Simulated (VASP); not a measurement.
Here is the system:

```xyz
2
Lattice="0.0000 2.7529 2.7529 2.7529 0.0000 2.7529 2.7529 2.7529 0.0000" Properties=species:S:1:pos:R:3 pbc="T T T"
Ga     0.0000     0.0000     0.0000
P      1.3765     1.3765     1.3765
```

Calculation: PBE GGA, VASP's PBE PAW potentials (set 64) (plane waves; VASP). Numerical set-up: 520 eV cut-off, 6×6×6 Γ-centred mesh, Gaussian smearing of 0.050 eV, potentials Ga_d P.

Task: Estimate the energy per atom (σ→0), band gap (on the k-mesh) with the smallest direct gap where there is one.

Result: 
* **band gap (on the k-mesh)**: 1.57 eV
* **smallest direct gap (on the k-mesh)**: 1.57 eV
* **energy per atom (σ→0)**: -4556 meV/atom

Only differences to runs with the same potentials and settings are physical.

The compound is GaP in the zinc blende structure. It was relaxed first.
